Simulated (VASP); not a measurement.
Input of a VASP 6.6.1 run:

Contents of INCAR:

```
SYSTEM = Ag3TeBr
ALGO     = Fast           ! electronic algorithm
EDIFF    = 1E-6           ! SCF threshold, eV
ENCUT    = 520            ! plane-wave cutoff, eV
GGA      = PE             ! functional
ISIF     = 2              ! what is computed and relaxed
ISMEAR   = 0              ! smearing method
LASPH    = .True.         ! aspherical terms in the spheres
LCHARG   = .False.        ! write CHGCAR
LREAL    = .False.        ! projectors in reciprocal space
LWAVE    = .False.        ! write WAVECAR
NBANDS   = 31             ! bands
NELM     = 100            ! most SCF steps
PREC     = Accurate       ! precision mode
SIGMA    = 0.02           ! smearing width, eV
```

Contents of KPOINTS:

```
k-points
0
Gamma
  6 6 6
  0 0 0
```

Contents of POSCAR:

```
Ag3TeBr
1.0
    6.4343000000      0.0000000000      0.0000000000
    0.0000000000      6.4343000000      0.0000000000
    0.0000000000      0.0000000000      6.4343000000
Br Te Ag
1 1 3
Direct
    0.0000000000      0.0000000000      0.0000000000
    0.5000000000      0.5000000000      0.5000000000
    0.5000000000      0.5000000000      0.0000000000
    0.5000000000      0.0000000000      0.5000000000
    0.0000000000      0.5000000000      0.5000000000
```

Potentials or basis: VASP PAW PBE potentials, release 64 (Br, Te, Ag).

Launch:

```sh
$ cat potpaw_PBE.64/Br/POTCAR potpaw_PBE.64/Te/POTCAR potpaw_PBE.64/Ag/POTCAR > POTCAR
$ mpirun -np 1 vasp_std > vasp.out
```

(1) What does it give for the band gap on the k mesh?

(2) Estimate the pressure.

Answers

(1) 0.24 eV, indirect (least direct gap 0.28 eV).

(2) -4.4 GPa.

Caveat: spin-orbit coupling is left out, which moves the levels of the heavy elements.
